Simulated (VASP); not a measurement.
# Bi2BBrO4 (P1) in VASP: notebook

The runs below take Bi2BBrO4 through single point, molecular dynamics, with PBEsol.

All numbers are computed with VASP 6.6.1; they aren't measurements. Logs are shortened: lines on timing, memory, paths and dates and some standing lists are left out, and cuts for length are marked.

**1. Starting point**

The typed cell holds 8 atoms: a = 3.600 Å, b = 3.593 Å, c = 8.227 Å, α = 89.02°, β = 87.63°, γ = 89.92°.

The cell was built by a generator and needn't be a form met in nature.

**2. Single point, PBEsol**

The input, INCAR:

```
SYSTEM = Bi2BBrO4
PREC     = Accurate       ! precision mode
ENCUT    = 520            ! plane-wave cutoff, eV
EDIFF    = 1E-7           ! SCF threshold, eV
ISMEAR   = -1             ! smearing method
SIGMA    = 0.05           ! smearing width, eV
LREAL    = .FALSE.        ! projectors in reciprocal space
LASPH    = .TRUE.         ! aspherical terms in the spheres
NELM     = 60             ! most SCF steps
ALGO     = Normal         ! electronic algorithm
ISIF     = 2              ! what is computed and relaxed
LWAVE    = .FALSE.        ! write WAVECAR
LCHARG   = .FALSE.        ! write CHGCAR
GGA      = PS             ! functional
NBANDS   = 42             ! bands
```

The input, KPOINTS:

```
regular mesh
0
G
  4 4 2
  0 0 0
```

The input, POSCAR:

```
Bi2BBrO4
1.0
    3.5987610000      0.0022110000      0.0741550000
    0.0022110000      3.5932930000      0.0304680000
    0.1711660000      0.0703270000      8.2246900000
O B Br Bi
4 1 1 2
Direct
    0.4101438500      0.0263432310      0.8534876278
   -0.0001754786      0.4534908677      0.8581601316
    0.4634563867      0.9912521119      0.1419941569
   -0.0149914915      0.5182308790      0.1410092339
    0.0851184846      0.0279935254      0.9798208968
    0.9986977102      1.0085131894      0.4860650300
    0.5175523537      0.5272744512      0.7249860976
    0.4489836362      0.5114906367      0.2786493499
```

Potentials or basis: VASP PAW PBE potentials, release 64 (O, B, Br, Bi_d).

Launch:

```console
cat potpaw_PBE.64/O/POTCAR potpaw_PBE.64/B/POTCAR potpaw_PBE.64/Br/POTCAR potpaw_PBE.64/Bi_d/POTCAR > POTCAR
mpirun -np 1 vasp_std > vasp.out
```

OUTCAR:

```text
SYSTEM = Bi2BBrO4
   PREC = Accurate
   ENCUT = 520
   EDIFF = 1E-7
   ISMEAR = -1
   LREAL = .FALSE.
   LASPH = .TRUE.
   NELM = 60
   ISIF = 2
   GGA = PS

 ion  position               nearest neighbor table
   1  0.410  0.026  0.853-   5 1.53   7 2.10   7 2.12
   2  1.000  0.453  0.858-   5 1.85   7 2.10   7 2.14
   3  0.463  0.991  0.142-   5 1.95   8 2.04   8 2.20
   4  0.985  0.518  0.141-   8 2.06   8 2.20
   5  0.085  0.028  0.980-   1 1.53   2 1.85   3 1.95
   6  0.999  0.009  0.486-   8 2.91   8 2.93   7 3.08   7 3.19   8 3.20   8 3.23   7 3.24   7 3.36

   7  0.518  0.527  0.725-   1 2.10   2 2.10   1 2.12   2 2.14   6 3.08   6 3.19   6 3.24   6 3.36
                             8 3.69
   8  0.449  0.511  0.279-   3 2.04   4 2.06   4 2.20   3 2.20   6 2.91   6 2.93   6 3.20   6 3.23
                             7 3.69

  LATTYP: Found a triclinic cell.
 ALAT       =     8.2267714981
 B/A-ratio  =     0.4375380557
 C/A-ratio  =     0.4367962389
 COS(alpha) =     0.0014040605
 COS(beta)  =     0.0170377255
 COS(gamma) =     0.0414029195

  Lattice vectors:

 A1 = (   0.1711660000,   0.0703270000,   8.2246900000)
 A2 = (   3.5987610000,   0.0022110000,   0.0741550000)
 A3 = (   0.0022110000,   3.5932930000,   0.0304680000)

Analysis of symmetry for initial positions (statically):
=====================================================================
 Subroutine PRICEL returns:
 Original cell was already a primitive cell.

 Routine SETGRP: Setting up the symmetry group for a
 triclinic supercell.

 Subroutine GETGRP returns: Found  1 space group operations
 (whereof  1 operations were pure point group operations)
 out of a pool of  2 trial point group operations.

The static configuration has the point symmetry C_1 .

Analysis of symmetry for dynamics (positions and initial velocities):
=====================================================================
 Subroutine PRICEL returns:
 Original cell was already a primitive cell.

 Routine SETGRP: Setting up the symmetry group for a
 triclinic supercell.

 Subroutine GETGRP returns: Found  1 space group operations
 (whereof  1 operations were pure point group operations)
 out of a pool of  2 trial point group operations.

The dynamic configuration has the point symmetry C_1 .

 Subroutine INISYM returns: Found  1 space group operations
 (whereof  1 operations are pure point group operations),
 and found     1 'primitive' translations

[... 107 lines left out ...]
   ISIF   =      2    stress and relaxation
   ISYM   =      2    0-nonsym 1-usesym 2-fastsym
   POTIM  = 0.5000    time-step for ionic-motion
   TEBEG  =    0.0;   TEEND  =   0.0 temperature during run
   PSTRESS=    0.0 pullay stress
   NELECT =      64.0000    total number of electrons
   NUPDOWN=      -1.0000    fix difference up-down
   EMIN   =  10.00;   EMAX   =-10.00  energy-range for DOS
   EFERMI =   0.00;   METHOD = LEGACY
   ISMEAR =    -1;   SIGMA  =   0.05  broadening in eV -4-tet -1-fermi 0-gaus
   EFERMI_NEDOS =   21; number of points for ismear=-14 and -15
   IALGO  =     38    algorithm
   IMIX   =      4    mixing-type and parameters
     AMIX     =   0.40;   BMIX     =  1.00
     AMIX_MAG =   1.60;   BMIX_MAG =  1.00
  volume/ion in A,a.u.               =      13.29        89.67
  Fermi-wavevector in a.u.,A,eV,Ry     =   1.382353  2.612269 25.999381  1.910901
  Thomas-Fermi vector in A             =   2.507052
   LORBIT       =      0    0 simple, 1 ext, 2 COOP (PROOUT), +10 PAW based schemes
   GGA     = PS    functional components
   LHFCALC =     F    Hartree Fock is set to
   AEXX    =    0.0000 exact exchange contribution
   IVDW    =     0    specifies the selected vdW correction
   LEPSILON=     F    determine dielectric tensor
   LRPA    =     F    only Hartree local field effects (RPA)
 non-spin polarized calculation
  energy-cutoff  :      520.00
  volume of cell :      106.30
 maximum number of plane-waves:      2875
 NGX is ok and might be reduce to    28
   NGX = 13   NGY = 13   NGZ = 31

 number of electron      64.0000014 magnetization

 Free energy of the ion-electron system (eV)
  ---------------------------------------------------
  ext. energy  EPLUGINS =         0.00000000
  ---------------------------------------------------
  free energy    TOTEN  =       -42.42334324 eV

  energy without entropy =      -42.42009350  energy(sigma->0) =      -42.42171837

 E-fermi :   7.4943     XC(G=0): -11.4461

 val. band max:        7.4048374354   @ k =   0.0000   0.5000   0.5000
 cond. band min:       7.5737334051   @ k =   0.0000   0.0000   0.0000
 fundamental gap:      0.1688959697
 Fermi energy:         7.4942575394

 k-point     1 :       0.0000    0.0000    0.0000
  band No.  band energies     occupation
      1     -16.2592      2.00000
      2     -15.8444      2.00000
      3     -15.7616      2.00000
      4     -15.7485      2.00000
      5     -15.6630      2.00000
      6     -15.2490      2.00000
[... 889 lines left out ...]
     41      14.8009      0.00000
     42      15.5312      0.00000

------------------------ aborting loop because EDIFF is reached ----------------------------------------

  FORCE on cell =-STRESS in cart. coord.  units (eV):
  Direction    XX          YY          ZZ          XY          YZ          ZX
  --------------------------------------------------------------------------------------
  -------------------------------------------------------------------------------------
  Total       13.0809331     14.0775874      7.0375386     -1.1902204      1.0112633      0.0966361
  in kB      197.1523616    212.1736713    106.0679197    -17.9386862     15.2414934      1.4564737
  external PRESSURE =     171.7979842 kB  Pullay stress =       0.0000000 kB

 VOLUME and BASIS-vectors are now :
 -----------------------------------------------------------------------------
  energy-cutoff  :      520.00
  volume of cell :      106.30
      direct lattice vectors                 reciprocal lattice vectors
     3.598761000  0.002211000  0.074155000     0.277992678 -0.000122006 -0.005784329
     0.002211000  3.593293000  0.030468000    -0.000122006  0.278316491 -0.002377267
     0.171166000  0.070327000  8.224690000    -0.002505970 -0.001029911  0.121646088

 POSITION                                       TOTAL-FORCE (eV/Angst)
 -----------------------------------------------------------------------------------
      1.62216      0.15559      7.05089        -1.092899     -2.586273      2.357585
      3.74602      1.69209      7.14606        -1.888724     -0.215754      1.631227
      1.69436      3.57287      1.23243        -0.911314      1.976913     -2.468241
      3.57009      1.87425      1.24859        -0.811501     -0.067274     -1.465944
      0.47410      0.16969      8.06589         3.734676      1.751769      0.526609
      3.67729      0.06698      4.07205        -0.591687      0.012151      1.228259
      1.98781      1.94678      6.01723         0.073393      0.165461     -2.122895
      1.66461      1.85853      2.34068         1.488057     -1.036992      0.313401
 -----------------------------------------------------------------------------------
    total drift:                                0.000489     -0.000155     -0.000872

  FREE ENERGIE OF THE ION-ELECTRON SYSTEM (eV)
  ---------------------------------------------------
  free  energy   TOTEN  =       -42.4233432354 eV

  energy  without entropy=      -42.4200935020  energy(sigma->0) =      -42.42171837
```

OSZICAR:

```text
N       E                     dE             d eps       ncg     rms          rms(c)
DAV:   1     0.788595870538E+03    0.78860E+03   -0.31444E+04  1688   0.182E+03
DAV:   2     0.771724372257E+02   -0.71142E+03   -0.66435E+03  1768   0.507E+02
DAV:   3    -0.418157511976E+02   -0.11899E+03   -0.11123E+03  2012   0.201E+02
DAV:   4    -0.489118800327E+02   -0.70961E+01   -0.69693E+01  2008   0.502E+01
DAV:   5    -0.491752846842E+02   -0.26340E+00   -0.26260E+00  2376   0.100E+01    0.157E+01
DAV:   6    -0.425039001114E+02    0.66714E+01   -0.20007E+01  2530   0.524E+01    0.598E+00
DAV:   7    -0.425162086001E+02   -0.12308E-01   -0.37467E+00  1992   0.106E+01    0.417E+00
DAV:   8    -0.424496356572E+02    0.66573E-01   -0.33113E-01  2074   0.387E+00    0.213E+00
DAV:   9    -0.424268722725E+02    0.22763E-01   -0.10293E-01  2206   0.254E+00    0.523E-01
DAV:  10    -0.424232785176E+02    0.35938E-02   -0.13592E-02  2152   0.103E+00    0.251E-01
DAV:  11    -0.424234150858E+02   -0.13657E-03   -0.89969E-03  1912   0.527E-01    0.128E-01
DAV:  12    -0.424232763086E+02    0.13878E-03   -0.68715E-04  2278   0.211E-01    0.682E-02
DAV:  13    -0.424233446964E+02   -0.68388E-04   -0.38308E-04  2156   0.117E-01    0.271E-02
DAV:  14    -0.424233412529E+02    0.34435E-05   -0.38196E-05  2326   0.496E-02    0.806E-03
DAV:  15    -0.424233429941E+02   -0.17412E-05   -0.13150E-05  1896   0.189E-02    0.308E-03
DAV:  16    -0.424233432753E+02   -0.28122E-06   -0.84206E-07  1996   0.633E-03    0.156E-03
DAV:  17    -0.424233432354E+02    0.39911E-07   -0.16766E-07  1478   0.256E-03
   1 F= -.42423343E+02 E0= -.42421718E+02  d E =-.324973E-02
```

stdout:

```text
POSCAR found type information on POSCAR O B BrBi
 POSCAR found :  4 types and       8 ions
 scaLAPACK will be used
 -----------------------------------------------------------------------------
|                                                                             |
|                                                                             |
|     You enforced a specific xc type in the INCAR file but a different       |
|     I HOPE YOU KNOW WHAT YOU ARE DOING!                                     |
|                                                                             |
 -----------------------------------------------------------------------------

 LDA part: xc-table for (Slater+PW92), standard interpolation
 POSCAR, INCAR and KPOINTS ok, starting setup
 FFT: planning ... GRIDC
 FFT: planning ... GRID_SOFT
 FFT: planning ... GRID
 WAVECAR not read
 entering main loop
```

It took 46 s on 1 thread of Intel Xeon 6975P-C (Granite Rapids), shared host; peak memory 0.26 GiB.

Results:

```yaml
Free_energy: -42.4233 eV
Pressure: 17.2 GPa
Largest_force: 4.159 eV/Å
Band_gap_on_the_k_mesh: 0.17 eV, indirect (least direct gap 1.00 eV)
```

Forces on the atoms (eV/Å):
```
O   -1.093 -2.586  2.358
O   -1.889 -0.216  1.631
O   -0.911  1.977 -2.468
O   -0.812 -0.067 -1.466
B    3.735  1.752  0.527
Br  -0.592  0.012  1.228
Bi   0.073  0.165 -2.123
Bi   1.488 -1.037  0.313
```

Stress tensor (GPa, compression positive):
```
19.72 -1.79  0.15
-1.79 21.22  1.52
 0.15  1.52 10.61
```

Caveat: the k mesh is coarse (spacing up to 0.44 Å⁻¹), so the values aren't converged; so large a pressure means that the cell lies far from this level's equilibrium, or that cutoff or potentials fall short; the potentials were made for another functional, which shifts forces and pressure; spin-orbit coupling is left out, which as a rule narrows the gap of such compounds by several tenths of an eV. A k mesh can miss the band edges.

(Part 1 of 2 ends here.)
